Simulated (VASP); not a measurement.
A run of VASP 6.6.1 is set up as follows.

The input POSCAR:

```
BaY
1.0
    4.4203700000      0.0000000000      0.0000000000
    0.0000000000      4.4203700000      0.0000000000
    0.0000000000      0.0000000000      4.4203700000
Ba Y
1 1
Direct
    0.0000000000      0.0000000000      0.0000000000
    0.5000000000      0.5000000000      0.5000000000
```

The input INCAR.step1:

```
SYSTEM = BaY
PREC = Accurate ; ENCUT = 520
EDIFF = 1E-5 ; ISMEAR = -1
SIGMA = 0.05 ; LREAL = .FALSE.
LASPH = .TRUE. ; NELM = 80
ALGO = Normal ; ISIF = 2
LWAVE = .TRUE. ; LCHARG = .FALSE.
LMAXMIX = 4 ; NBANDS = 18
GGA = PE
```

Contents of INCAR.step2:

```
SYSTEM = BaY
PREC = Accurate ; ENCUT = 520
EDIFF = 1E-6 ; ISMEAR = -1
SIGMA = 0.05 ; LREAL = .FALSE.
LASPH = .TRUE. ; NELM = 80
ALGO = Normal ; ISIF = 2
LWAVE = .FALSE. ; LCHARG = .FALSE.
LMAXMIX = 4 ; METAGGA = MBJ
NBANDS = 18 ; ISTART = 1
```

Contents of KPOINTS:

```
regular mesh
0
G
  6 6 6
  0 0 0
```

File KPOINTS_OPT:

```
path GXMGRX,MR
10
line-mode
reciprocal
 0.0000000000  0.0000000000  0.0000000000  G
 0.0000000000  0.5000000000  0.0000000000  X

 0.0000000000  0.5000000000  0.0000000000  X
 0.5000000000  0.5000000000  0.0000000000  M

 0.5000000000  0.5000000000  0.0000000000  M
 0.0000000000  0.0000000000  0.0000000000  G

 0.0000000000  0.0000000000  0.0000000000  G
 0.5000000000  0.5000000000  0.5000000000  R

 0.5000000000  0.5000000000  0.5000000000  R
 0.0000000000  0.5000000000  0.0000000000  X

 0.5000000000  0.5000000000  0.0000000000  M
 0.5000000000  0.5000000000  0.5000000000  R
```

Potentials or basis: VASP PAW PBE potentials, release 64 (Ba_sv, Y_sv).

Command:

```sh
$ cat potpaw_PBE.64/Ba_sv/POTCAR potpaw_PBE.64/Y_sv/POTCAR > POTCAR
$ cp INCAR.step1 INCAR
$ mpirun -np 1 vasp_std > vasp.out
$ cp INCAR.step2 INCAR
$ mpirun -np 1 vasp_std > vasp.out
```

Problem. Predict the band gap along the path.

Solution. None (metal or under the smearing width).

Levels at the corners of the path, in eV from the Fermi level:
```tsv
point	band 8	band 9	band 10	band 11	band 12	band 13	band 14	band 15
Γ	-13.62	-3.45	-1.12	-1.12	1.45	1.45	1.45	3.17
X	-13.61	-1.18	-1.15	0.02	0.95	1.44	1.44	2.04
X	-13.61	-1.18	-1.15	0.02	0.95	1.44	1.44	2.04
M	-13.58	-1.76	-0.96	0.33	0.33	1.57	1.57	2.35
M	-13.58	-1.76	-0.96	0.33	0.33	1.57	1.57	2.35
Γ	-13.62	-3.45	-1.12	-1.12	1.45	1.45	1.45	3.17
Γ	-13.62	-3.45	-1.12	-1.12	1.45	1.45	1.45	3.17
R	-13.85	-0.07	-0.07	-0.07	0.66	0.66	0.66	2.59
R	-13.85	-0.07	-0.07	-0.07	0.66	0.66	0.66	2.59
X	-13.61	-1.18	-1.15	0.02	0.95	1.44	1.44	2.04
M	-13.58	-1.76	-0.96	0.33	0.33	1.57	1.57	2.35
R	-13.85	-0.07	-0.07	-0.07	0.66	0.66	0.66	2.59
```

Caveat: spin-orbit coupling is left out, which moves the levels of the heavy elements.
